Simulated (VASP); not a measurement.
Method: optB86b-vdW, VASP's PBE PAW potentials (set 64) (plane waves; VASP).

VASP ran on this input.

### INCAR
```
SYSTEM=Nb
PREC=Accurate; ENCUT=520; LREAL=.FALSE.
LASPH=.TRUE.
EDIFF=1E-7; NELM=100; ALGO=Normal
LMAXMIX=4
ISMEAR=1; SIGMA=0.1
GGA=MK; LUSE_VDW=.TRUE.; AGGAC=0.0
PARAM1=0.1234; PARAM2=1.0
ISIF=2
LWAVE=.FALSE.; LCHARG=.FALSE.
```

**KPOINTS**
```
Automatic mesh
0
Gamma
16 16 16
0 0 0
```

POSCAR:
```
Nb
1
   -1.6602599910     1.6602599910     1.6602599910
    1.6602599910    -1.6602599910     1.6602599910
    1.6602599910     1.6602599910    -1.6602599910
Nb
1
Direct
  0.0000000000   0.0000000000   0.0000000000
```

POTCAR, in this order: Nb_sv (PBE.64 set). Program: vasp_std.

What VASP printed:

### OSZICAR
```
       N       E                     dE             d eps       ncg     rms          rms(c)
DAV:   1     0.122554225227E+03    0.12255E+03   -0.74662E+03  2908   0.129E+03
DAV:   2    -0.243485836496E+01   -0.12499E+03   -0.12204E+03  3092   0.451E+02
DAV:   3    -0.768705444646E+01   -0.52522E+01   -0.49427E+01  4308   0.775E+01
DAV:   4    -0.799028129313E+01   -0.30323E+00   -0.30094E+00  4014   0.171E+01
DAV:   5    -0.800547803429E+01   -0.15197E-01   -0.15161E-01  4442   0.305E+00    0.698E+00
DAV:   6    -0.761794853664E+01    0.38753E+00   -0.76922E-01  4486   0.115E+01    0.246E+00
DAV:   7    -0.757374644133E+01    0.44202E-01   -0.22586E-01  4530   0.612E+00    0.935E-01
DAV:   8    -0.757838578606E+01   -0.46393E-02   -0.11816E-02  3338   0.164E+00    0.563E-02
DAV:   9    -0.757842881897E+01   -0.43033E-04   -0.91997E-04  5076   0.364E-01    0.413E-02
DAV:  10    -0.757844690513E+01   -0.18086E-04   -0.27993E-05  3604   0.795E-02    0.130E-02
DAV:  11    -0.757844158080E+01    0.53243E-05   -0.54874E-06  3620   0.430E-02    0.197E-03
DAV:  12    -0.757844152800E+01    0.52800E-07   -0.15261E-07  2598   0.630E-03
   1 F= -.75784415E+01 E0= -.75782322E+01  d E =-.628015E-03
```

**OUTCAR**
```
------------------------ aborting loop because EDIFF is reached ----------------------------------------
  FORCE on cell =-STRESS in cart. coord.  units (eV):
  Direction    XX          YY          ZZ          XY          YZ          ZX
  --------------------------------------------------------------------------------------
  Total       -0.6043167     -0.6043167     -0.6043167      0.0000000      0.0000000     -0.0000000
  in kB      -52.8916222    -52.8916222    -52.8916222      0.0000000      0.0000000     -0.0000000
  external PRESSURE =     -52.8916222 kB  Pullay stress =       0.0000000 kB
  volume of cell :       18.31
      direct lattice vectors                 reciprocal lattice vectors
    -1.660259991  1.660259991  1.660259991     0.000000000  0.301157652  0.301157652
     1.660259991 -1.660259991  1.660259991     0.301157652  0.000000000  0.301157652
     1.660259991  1.660259991 -1.660259991     0.301157652  0.301157652  0.000000000
 POSITION                                       TOTAL-FORCE (eV/Angst)
 -----------------------------------------------------------------------------------
      0.00000      0.00000      0.00000         0.000000      0.000000     -0.000000
 -----------------------------------------------------------------------------------
    total drift:                               -0.000000      0.000000      0.000000
  FREE ENERGIE OF THE ION-ELECTRON SYSTEM (eV)
  ---------------------------------------------------
  free  energy   TOTEN  =        -7.5784415280 eV

  energy  without entropy=       -7.5778135126  energy(sigma->0) =       -7.57823219
```
(Selected blocks of OUTCAR.)

The compound is Nb in the bcc structure. This cell is one point of a volume scan, at 1.03 of the reference volume.
